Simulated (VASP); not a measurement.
**A slab model of Na(110)**

How does Na(110) behave as a surface?

Program: VASP 6.6.1. Level of theory: r2SCAN; plane waves and PAW (Na). Results are calculated unless marked as measured.

Report form: the programs' logs are mostly left out.

## 1. The structure

The cell holds 7 atoms: 7 Na. Cell: a = 3.663 Å, b = 3.663 Å, c = 35.946 Å, α = 90.0°, β = 90.0°, γ = 70.5°. Vacuum lies along c.

## 2. Vacuum level and density of states

A static run writes the electrostatic potential without exchange and correlation (LVHAR), which is flat in the vacuum and gives the level to count from. The dipole correction cancels the field that unlike faces would set up across the vacuum.

INCAR reads:

```
SYSTEM = Na
PREC = Normal
ENCUT = 300
EDIFF = 1E-06
NELM = 120
ISMEAR = -1
SIGMA = 0.1
LREAL = .FALSE.
ALGO = Normal
METAGGA = R2SCAN
LASPH = .TRUE.
NBANDS = 21
LORBIT = 11
LWAVE = .FALSE.
LCHARG = .TRUE.
IDIPOL = 3
LDIPOL = .TRUE.
DIPOL = 0.5 0.5 0.5
LVHAR = .TRUE.
LVACPOTAV = .TRUE.
LELF = .TRUE.
NEDOS = 1500
```

POSCAR reads:

```
Na
1.0
    2.9910616844     -2.1150000000      0.0000000000
    2.9910616844      2.1150000000      0.0000000000
    0.0000000000      0.0000000000     35.9463701065
Na
7
Direct
    0.0000000000      0.0000000000      0.2503729855
    0.5000000000      0.5000000000      0.3335819903
    0.0000000000      0.0000000000      0.4167909952
    0.5000000000      0.5000000000      0.5000000000
    0.0000000000      0.0000000000      0.5832090048
    0.5000000000      0.5000000000      0.6664180097
    0.0000000000      0.0000000000      0.7496270145
```

KPOINTS reads:

```
Automatic mesh
0
Gamma
12 12 1
0 0 0
```

KPOINTS_OPT reads:

```
Line mode
14
Line-mode
Reciprocal
  0.00000000   0.00000000   0.00000000 GAMMA
  0.37500000  -0.37500000   0.00000000 X

  0.37500000  -0.37500000   0.00000000 X
  0.62500000   0.37500000   0.00000000 A1

  0.62500000   0.37500000   0.00000000 A1
  0.50000000   0.50000000   0.00000000 Y

  0.50000000   0.50000000   0.00000000 Y
  0.00000000   0.00000000   0.00000000 GAMMA
```

Potentials, in the order of the species: Na (PBE family, release 64).

Started as:

```sh
$ mpirun -np 2 vasp_std
```

It took 4.7 min on 2 MPI ranks of Intel Xeon Platinum 8488C (Sapphire Rapids), shared host; peak memory 0.49 GiB.

This run has no spin polarisation. Its electron count is odd, so without a moment it is a metal by construction. The PAW data sets were made with PBE, which is usual practice but a small mismatch for other functionals. The data set Na keeps the semicore shell frozen, which is cheaper and a little less accurate.

Numbers from this step:

```
electronic cycles                               : 21
electrons                                       : 7
free energy (TOTEN)                             : -24.47 eV
energy at zero smearing                         : -24.42 eV
Fermi energy                                    : -0.8339 eV
labelled metallic, from the levels on this mesh : yes
DOS at the Fermi level                          : 3.640 states/eV/cell
dipole moment                                   : 0, 0, 0 e·Å
vacuum levels                                   : 2.018, 2.018 eV
work functions of the upper and lower face      : 2.852, 2.852 eV
```

The electronic bands at the labelled points (eV, zero at the Fermi level; # counts the bands kept):

| point | #1 | #2 | #3 | #4 |
| --- | --- | --- | --- | --- |
| Γ | -3.36 | -3.15 | -2.78 | -2.25 |
| 0.46 of the way | -2.26 | -2.05 | -1.69 | -1.17 |
| X | 1.32 | 1.51 | 1.62 | 1.79 |
| 0.46 of the way | 0.01 | 0.02 | 0.19 | 0.22 |
| A1 | 1.32 | 1.51 | 1.62 | 1.79 |
| 0.54 of the way | 0.91 | 1.10 | 1.44 | 1.61 |
| Y | 0.80 | 0.99 | 1.33 | 1.50 |
| 0.46 of the way | -2.04 | -1.83 | -1.46 | -0.95 |
| Γ | -3.36 | -3.15 | -2.78 | -2.25 |

The density of states has structure finer than the step of the table below, so its rows give means over 0.5 eV, whole bins alone (the curve runs from -4.36 to 7.99 eV). Peaks (eV: height): total 0.81: 4.57, 4.28: 6.98, 5.49: 7.57; Na p 0.91: 0.241, 5.56: 0.412.

Table of density of states by energy, zero at the Fermi level; means over each step; values in states/eV/cell:

| energy (eV) | total | Na p |
| --- | --- | --- |
| -4.0 | 0.00201 | 0 |
| -3.5 | 0.158 | 2.3e-4 |
| -3.0 | 0.889 | 0.00453 |
| -2.5 | 1.48 | 0.0142 |
| -2.0 | 1.92 | 0.0280 |
| -1.5 | 2.25 | 0.0440 |
| -1.0 | 2.65 | 0.0664 |
| -0.5 | 2.86 | 0.0866 |
| 0.0 | 3.44 | 0.126 |
| 0.5 | 3.74 | 0.169 |
| 1.0 | 4.22 | 0.231 |
| 1.5 | 3.53 | 0.186 |
| 2.0 | 4.09 | 0.179 |
| 2.5 | 5.12 | 0.221 |
| 3.0 | 5.33 | 0.245 |
| 3.5 | 5.55 | 0.252 |
| 4.0 | 6.32 | 0.257 |
| 4.5 | 6.38 | 0.280 |
| 5.0 | 7.06 | 0.332 |
| 5.5 | 7.45 | 0.399 |
| 6.0 | 5.89 | 0.320 |
| 6.5 | 3.35 | 0.199 |
| 7.0 | 1.92 | 0.115 |
| 7.5 | 1.17 | 0.0822 |

The planar average of the electrostatic potential oscillates, so the rows of the table below give means over windows of 3.03 Å about each position, cut where the curve ends. Its maxima inside the range that stand out by 2 % of the span (Å: eV): 10.4: 1.88, 13.5: 1.89, 16.5: 1.88, 19.4: 1.88, 22.5: 1.89, 25.5: 1.88. Its minima: 9.0: -4.20, 12.0: -4.05, 14.9: -4.02, 18.0: -4.04, 21.0: -4.02, 23.9: -4.05, 27.0: -4.20.

Zero at the Fermi level. Table of planar average of the electrostatic potential by height; means over each step:

| height (Å) | planar average of the electrostatic potential (eV) |
| --- | --- |
| 1.51 | 2.85 |
| 4.54 | 2.84 |
| 7.58 | 0.657 |
| 10.61 | -0.571 |
| 13.64 | -0.545 |
| 16.67 | -0.547 |
| 19.70 | -0.544 |
| 22.73 | -0.542 |
| 25.76 | -0.585 |
| 28.79 | 1.57 |
| 31.82 | 2.85 |
| 34.85 | 2.85 |

Density of states in the PAW spheres, an atom over height of the layer and energy from the Fermi level.

Ten even steps from '0' (0.0000 states/eV) to '9' (0.0509 states/eV), each cell a mean:
```
9889889
9998999
8778778
8777778
7677767
6666666
5565655
4545454
2434342
1222221
0000000
0000000
0000000
0000000
0000000
0000000
0000000
0000000
0000000
0000000
0000000
0000000
```
Columns: height of the layer (Å) from 9 to 26.9; rows upwards: energy from the Fermi level (eV) from -7.9 to 0.5.

ELF in the ca plane at fractional y = 0.000, with atoms of Na within 0.2 Å of it. It is the smooth field of the valence electrons, not physical close to the nuclei.

Ten even steps from '0' (0.00) to '9' (0.77), each cell a mean:
```
25777777777510001467877777653001134432100000
46777777777631013577877777664212355532100000
67777777777754345677877777777666777642100000
77777777777776666777877777778899988643100000
77777777777777777777877777778999998643100000
77777777777777667777877777778999998643100000
67777777777765456777877777777778887642100000
56777777777642124677877777765433566542100000
25777777777520001577877777653101245432100000
15777777777410201467777777652023134432100000
```
Columns run along c (16.0 Å, from fractional 0.44 to 0.89 of the cell), rows up along a (3.7 Å). Atoms in or near the plane, at fractional coordinates: Na at (0.58, 0.00), Na at (0.75, 0.00).

Electrostatic potential energy in the ca plane at fractional y = 0.000, with atoms of Na within 0.2 Å of it. With pseudopotentials it is smooth inside the atoms' cores, unlike the true potential.

Ten even steps from '0' (-26 eV) to '9' (2 eV), each cell a mean:
```
68999999999840003899999999987100168999999999
89999999999874237899999999998522588999999999
99999999999988788999999999999877889999999999
99999999999999999999999999999998999999999999
99999999999999999999999999999999999999999999
99999999999999999999999999999999999999999999
99999999999998889999999999999888899999999999
89999999999986568999999999998755789999999999
78999999999851015899999999997300278999999999
68999999999830003899999999986100068999999999
```
Columns run along c (16.0 Å, from fractional 0.44 to 0.89 of the cell; values clipped at the 3rd and 97th percentile), rows up along a (3.7 Å). Atoms in or near the plane, at fractional coordinates: Na at (0.58, 0.00), Na at (0.75, 0.00).

Valence density in the ca plane at fractional y = 0.000, with atoms of Na within 0.2 Å of it. It is the smooth field of the valence electrons, not physical close to the nuclei.

Values in units of 1e-2 e/Å³, 6 rows by 16 columns, each cell a mean:
```
2.4 2.9 2.9 2.9 1.7 1.0 2.4 3.0 2.9 2.9 1.7 0.9 1.2 0.5 0.1 0.0
2.8 2.9 2.9 3.0 2.5 2.0 2.8 3.0 2.9 2.9 2.7 2.0 1.5 0.5 0.1 0.0
3.0 3.0 2.9 3.0 2.9 2.9 3.0 3.0 2.9 2.9 3.2 2.9 1.6 0.5 0.1 0.0
2.9 3.0 2.9 3.0 2.9 2.7 2.9 3.0 2.9 2.9 3.1 2.7 1.6 0.5 0.1 0.0
2.7 2.9 2.9 2.9 2.2 1.6 2.7 3.0 2.9 2.9 2.4 1.6 1.4 0.5 0.1 0.0
2.3 2.9 2.9 2.9 1.6 1.0 2.3 3.0 2.9 2.9 1.6 0.8 1.1 0.5 0.1 0.0
```
Columns run along c (16.0 Å, from fractional 0.44 to 0.89 of the cell), rows up along a (3.7 Å). Atoms in or near the plane, at fractional coordinates: Na at (0.58, 0.00), Na at (0.75, 0.00).

Only the dipole across the slab is computed (IDIPOL = 3); zeros along the plane are no results.

The density of states holds every band computed, so its fall toward the upper end of the range is no gap.

The map of layer states is cut here 0.5 eV above the Fermi level, so it leaves out the states above that.

The vacuum level lies 2.85 eV above the Fermi level at the upper face; both faces agree, as the slab has next to no dipole.

The program found no field-free point at its default tolerance, but its printed level agrees with the flat part of the planar average.

On this mesh the fine structure of the density of states is sampling noise, and high empty states may be cut by the number of bands.

## 3. Derived quantities

This step: slab, r2SCAN; plane waves and PAW (VASP 6.6.1).

No new run; the numbers come from the runs before.

## 4. Slab, other settings: ISMEAR = 2, SIGMA = 0.01 and ALGO = "Fast"

This step: r2SCAN; plane waves and PAW (Na) (VASP 6.6.1).

The run is repeated with some settings moved, to see what they change.

INCAR reads:

```
SYSTEM = Na
PREC = Normal
ENCUT = 300
EDIFF = 1E-06
NELM = 120
ISMEAR = 2
SIGMA = 0.01
LREAL = .FALSE.
ALGO = Fast
METAGGA = R2SCAN
LASPH = .TRUE.
NBANDS = 10
LORBIT = 11
LWAVE = .FALSE.
LCHARG = .FALSE.
KPAR = 2
IDIPOL = 3
LDIPOL = .TRUE.
DIPOL = 0.5 0.5 0.5
LVHAR = .TRUE.
LVACPOTAV = .TRUE.
```

POSCAR is that of step 2.

KPOINTS is that of step 2.

Started as:

```sh
$ mpirun -np 2 vasp_std
```

Elapsed: 2.4 min, on 2 MPI ranks; peak memory 0.45 GiB.

ALGO acts on the way to self-consistency or on speed; a fully converged result doesn't depend on them, though slow mixing can meet EDIFF with the stress still off.

This step gave:

```
electronic cycles                          : 23
free energy (TOTEN)                        : -24.41 eV
Fermi energy                               : -0.824 eV
vacuum levels                              : 1.974, 1.974 eV
work functions of the upper and lower face : 2.798, 2.798 eV
```

Force by atom:

| atom | x (eV/Å) | y (eV/Å) | z (eV/Å) | size |
| --- | --- | --- | --- | --- |
| Na1 | 0.0000 | 0.0000 | 0.0578 | 0.0578 |
| Na2 | 0.0000 | 0.0000 | -0.0213 | 0.0213 |
| Na3 | 0.0000 | 0.0000 | -0.0152 | 0.0152 |
| Na4 | 0.0000 | 0.0000 | 0.0000 | 0.0000 |
| Na5 | 0.0000 | 0.0000 | 0.0152 | 0.0152 |
| Na6 | 0.0000 | 0.0000 | 0.0213 | 0.0213 |
| Na7 | 0.0000 | 0.0000 | -0.0578 | 0.0578 |

Settings moved on purpose: ISMEAR = 2, SIGMA = 0.01 and ALGO = Fast.

Against the run that it repeats, NBANDS also differs.

The two runs compared:

| quantity | this run | the run it repeats | difference |
| --- | --- | --- | --- |
| energy at zero smearing (eV) | -24.406 | -24.415 | 0.00891 |
| free energy (TOTEN) (eV) | -24.406 | -24.473 | 0.0672 |
| Fermi energy (eV) | -0.824 | -0.8339 | 0.00990 |
| electronic cycles | 23 | 21 | 2 |

One result that differs is the free energy (TOTEN), -24.4 eV against -24.5 eV.

The total energy moves by 1.3 meV an atom.

## 5. What came out

| Property | Result |
| --- | --- |
| work function of the slab | 2.85 eV |

**Reading.** The work function is 2.85 eV at both faces. No atom was relaxed. The cell in the plane was kept as given and was not relaxed here.

[Lines on the potential files, build, host, timing and source positions are cut from VASP's logs without a mark.]

[Logs are printed without paths, hosts, clocks, repeated set-up lines and the standing remarks that a program may print on its own settings, such as how far it seeks lower states.]

[Hosts, paths, dates, database ids (printed as entryN), source tags and the programs' standing remarks are cut or masked in the printed files.]

[In band tables of VASP the shares of atoms and orbitals are scaled to a sum of 1 inside the atoms' spheres.]

[Runs that stopped without an error message from VASP are left out.]
